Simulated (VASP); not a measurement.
Method: PBEsol GGA, VASP's PBE PAW potentials (set 64) (plane waves; VASP).

Input for VASP

File KPOINTS:
```
K-points
0
G
  7 7 7
0 0 0
```

INCAR:
```
! general
SYSTEM =Mn3ZnN
PREC   =Accurate
ENCUT  =400   ! plane-wave cut-off (eV)
LREAL  =.FALSE.   ! projection in real space or not
LASPH  =.TRUE.

! electronic loop
EDIFF  =1E-6   ! SCF stop (eV)
NELM   =100   ! most electronic steps
ALGO   =Normal   ! blocked Davidson
LMAXMIX=4   ! l cut-off of mixed one-centre charges

! smearing
ISMEAR =-1
SIGMA  =0.1

! functional
GGA    =PS

! spin
ISPIN  =2   ! spin-polarised
MAGMOM =4.0 4.0 4.0 0.0 0.0

! ions
ISIF   =2   ! forces and stress, cell fixed

! output
LWAVE  =.FALSE.
LCHARG =.FALSE.
LORBIT =11   ! lm-projected
```

File POSCAR:
```
Mn3ZnN
1
    3.9020000000     0.0000000000     0.0000000000
    0.0000000000     3.9020000000     0.0000000000
    0.0000000000     0.0000000000     3.9020000000
Mn Zn N
3 1 1
Direct
 -0.0083660000   0.4930550000   0.5008540000
  0.5049570000  -0.0040720000   0.5094470000
  0.4993410000   0.4964910000   0.0029590000
  0.0073110000   0.0001190000  -0.0050740000
  0.4967570000   0.5144070000   0.4918150000
```

POTCAR, in this order: Mn_pv Zn N (PBE.64 set). Program: vasp_std.

Output

File OSZICAR:
```
       N       E                     dE             d eps       ncg     rms          rms(c)
DAV:   1     0.572214174388E+03    0.57221E+03   -0.26686E+04 27672   0.171E+03
DAV:   2     0.742231677751E+01   -0.56479E+03   -0.53600E+03 27007   0.483E+02
DAV:   3    -0.440940697441E+02   -0.51516E+02   -0.49617E+02 29158   0.155E+02
DAV:   4    -0.454641585261E+02   -0.13701E+01   -0.13643E+01 28996   0.258E+01
DAV:   5    -0.454806892814E+02   -0.16531E-01   -0.16528E-01 29604   0.305E+00    0.304E+01
DAV:   6    -0.414274316809E+02    0.40533E+01   -0.35932E+01 32427   0.562E+01    0.148E+01
DAV:   7    -0.403219865814E+02    0.11054E+01   -0.71478E+00 29264   0.317E+01    0.947E+00
DAV:   8    -0.404819731441E+02   -0.15999E+00   -0.14065E+00 31444   0.136E+01    0.804E+00
DAV:   9    -0.403577528544E+02    0.12422E+00   -0.14315E+00 29808   0.114E+01    0.563E+00
DAV:  10    -0.402329717208E+02    0.12478E+00   -0.25177E-01 29387   0.596E+00    0.696E-01
DAV:  11    -0.402357322180E+02   -0.27605E-02   -0.24415E-02 30171   0.187E+00    0.870E-01
DAV:  12    -0.402332179849E+02    0.25142E-02   -0.13449E-02 29830   0.142E+00    0.386E-01
DAV:  13    -0.402329744482E+02    0.24354E-03   -0.17986E-03 29612   0.521E-01    0.150E-01
DAV:  14    -0.402330592568E+02   -0.84809E-04   -0.30535E-04 32465   0.179E-01    0.752E-02
DAV:  15    -0.402330915699E+02   -0.32313E-04   -0.87550E-05 37454   0.842E-02    0.566E-02
DAV:  16    -0.402331162019E+02   -0.24632E-04   -0.10450E-04 33080   0.975E-02    0.311E-02
DAV:  17    -0.402331237870E+02   -0.75851E-05   -0.56568E-05 32765   0.708E-02    0.965E-03
DAV:  18    -0.402331258487E+02   -0.20617E-05   -0.10306E-05 27720   0.228E-02    0.355E-03
DAV:  19    -0.402331259342E+02   -0.85523E-07   -0.43725E-07 15187   0.490E-03
   1 F= -.40233126E+02 E0= -.40137416E+02  d E =-.191420E+00  mag=     6.6591
```

### OUTCAR
```
------------------------ aborting loop because EDIFF is reached ----------------------------------------
  FORCE on cell =-STRESS in cart. coord.  units (eV):
  Direction    XX          YY          ZZ          XY          YZ          ZX
  --------------------------------------------------------------------------------------
  Total       -6.6552173     -6.5652745     -6.6400763      0.0178676      0.1265444     -0.0056302
  in kB     -179.4779192   -177.0523417   -179.0695986      0.4818528      3.4126493     -0.1518361
  external PRESSURE =    -178.5332865 kB  Pullay stress =       0.0000000 kB
  volume of cell :       59.41
      direct lattice vectors                 reciprocal lattice vectors
     3.902000000  0.000000000  0.000000000     0.256278831  0.000000000  0.000000000
     0.000000000  3.902000000  0.000000000     0.000000000  0.256278831  0.000000000
     0.000000000  0.000000000  3.902000000     0.000000000  0.000000000  0.256278831
 POSITION                                       TOTAL-FORCE (eV/Angst)
 -----------------------------------------------------------------------------------
      3.86936      1.92390      1.95433         0.471447      0.053770      0.055590
      1.97034      3.88611      1.98786        -0.148124      0.787061     -0.162128
      1.94843      1.93731      0.01155        -0.002094     -0.038967     -0.446236
      0.02853      0.00046      3.88220        -0.126113     -0.003673      0.110063
      1.93835      2.00722      1.91906        -0.195115     -0.798192      0.442712
 -----------------------------------------------------------------------------------
    total drift:                                0.001499     -0.004148      0.001525
  FREE ENERGIE OF THE ION-ELECTRON SYSTEM (eV)
  ---------------------------------------------------
  free  energy   TOTEN  =       -40.2331259342 eV

  energy  without entropy=      -40.0417055400  energy(sigma->0) =      -40.13741574

 total charge

# of ion       s       p       d       tot
------------------------------------------
    1        0.291   6.306   5.147  11.744
    2        0.294   6.309   5.155  11.757
    3        0.292   6.307   5.149  11.748
    4        0.591   0.500   9.721  10.813
    5        1.253   2.440   0.000   3.693
--------------------------------------------------
tot          2.720  21.862  25.173  49.755

 magnetization (x)

# of ion       s       p       d       tot
------------------------------------------
    1        0.004   0.006   2.290   2.300
    2        0.003   0.005   2.229   2.237
    3        0.004   0.006   2.266   2.276
    4       -0.042  -0.073   0.029  -0.086
    5       -0.012  -0.109   0.000  -0.121
--------------------------------------------------
tot         -0.043  -0.165   6.815   6.607
```
(Selected blocks of OUTCAR.)

File OUTCAR:
```
 val. band max:        7.1523361573   @ k =  -0.4286   0.4286   0.4286

 cond. band min:       7.1542109149   @ k =   0.4286  -0.1429   0.0000


 Fermi energy:         7.1526587201

 spin component 1

 k-point     1 :       0.0000    0.0000    0.0000
  band No.  band energies     occupation
      1     -42.0427      1.00000
      2     -42.0374      1.00000
      3     -42.0292      1.00000
      4     -41.8071      1.00000
      5     -41.8051      1.00000
      6     -41.7999      1.00000
      7     -41.7875      1.00000
      8     -41.7767      1.00000
      9     -41.7758      1.00000
     10      -9.9646      1.00000
     11      -0.4167      1.00000
     12       0.0271      1.00000
     13       0.0278      1.00000
     14       0.1455      1.00000
     15       0.1466      1.00000
     16       0.1492      1.00000
     17       2.1948      1.00000
     18       2.2110      1.00000
     19       2.2551      1.00000
     20       3.7551      1.00000
     21       3.8581      1.00000
     22       3.8655      1.00000
     23       4.2943      1.00000
     24       4.3075      1.00000
     25       5.8929      1.00000
     26       5.9007      1.00000
     27       5.9123      1.00000
     28       5.9932      0.99999
     29       6.0446      0.99998
     30       6.9648      0.86745
     31       7.0164      0.79613
     32       7.0256      0.78085
     33       7.0305      0.77240
     34       9.1347      0.00000
     35      10.3386      0.00000
     36      10.3571      0.00000
     37      10.3746      0.00000
     38      13.7140      0.00000
     39      13.7243      0.00000

 k-point     2 :       0.1429    0.0000    0.0000
  band No.  band energies     occupation
      1     -42.0385      1.00000
      2     -42.0336      1.00000
      3     -42.0259      1.00000
      4     -41.8109      1.00000
      5     -41.8083      1.00000
      6     -41.8031      1.00000
      7     -41.7885      1.00000
...
```

At this cut-off the stress carries a Pulay error, which pulls relaxed volumes low. The moments were started parallel, and other spin orders were not tried in this run.

The structure comes from a measured Mn3ZnN entry (Pm-3m) of the Crystallography Open Database, whose conditions weren't checked. The cell was not relaxed at this level, atoms are displaced from their ideal sites.
